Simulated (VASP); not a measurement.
These are r2SCAN meta-GGA, VASP's PBE PAW potentials (set 64) (plane waves; VASP) values and carry that method's errors.

VASP input:

File KPOINTS:
```
Automatic mesh
0
Gamma
14 14 14
0 0 0
```

POSCAR:
```
In
1.0
 -1.6250000000   1.6250000000   2.4750000000
  1.6250000000  -1.6250000000   2.4750000000
  1.6250000000   1.6250000000  -2.4750000000
In
1
direct
  0.0000000000   0.0000000000   0.0000000000
```

INCAR:
```
! general
SYSTEM =In
PREC   =Accurate
ENCUT  =400
LREAL  =F
LASPH  =T

! electronic loop
EDIFF  =1E-6
NELM   =100
ALGO   =Normal
LMAXMIX=4
LMIXTAU=T

! smearing
ISMEAR =1
SIGMA  =0.1

! functional
METAGGA=R2SCAN

! ions
IBRION =2
NSW    =60
ISIF   =3
EDIFFG =-0.01

! output
LWAVE  =F
LCHARG =F
```

POTCAR, in this order: In_d (PBE.64 set). Program: vasp_std.

Unless said otherwise, spin-orbit coupling is left out, though it shifts the bands of the heavy elements here.

Q: What does the run give for the energy per atom (σ→0), volume per atom, band gap (on the k-mesh)?

A: 
```json
{
  "energy per atom (σ→0)": "-22.576 eV/atom",
  "band gap (on the k-mesh)": "none (metal, semimetal or under 0.01 eV)",
  "volume_per_atom": "26.24 Å³/atom"
}
```

**OSZICAR**
```
...
DAV:   2    -0.225758213288E+02    0.22449E-02   -0.48270E-03  5552   0.164E+00    0.124E-01
DAV:   3    -0.225755069155E+02    0.31441E-03   -0.97655E-04  6526   0.729E-01    0.580E-02
DAV:   4    -0.225754902633E+02    0.16652E-04   -0.22839E-04  4904   0.207E-01    0.331E-02
DAV:   5    -0.225755139052E+02   -0.23642E-04   -0.17615E-04  4940   0.210E-01    0.147E-02
DAV:   6    -0.225755670426E+02   -0.53137E-04   -0.57323E-05  5228   0.123E-01    0.818E-03
DAV:   7    -0.225755699832E+02   -0.29406E-05   -0.21779E-06  5042   0.193E-02    0.549E-03
DAV:   8    -0.225755693322E+02    0.65102E-06   -0.46432E-07  2758   0.671E-03
   4 F= -.22575569E+02 E0= -.22575558E+02  d E =-.600527E-04
```

The compound is In in the bct structure. This run relaxes it. Symmetry was kept, so distortions that lower it aren't found.
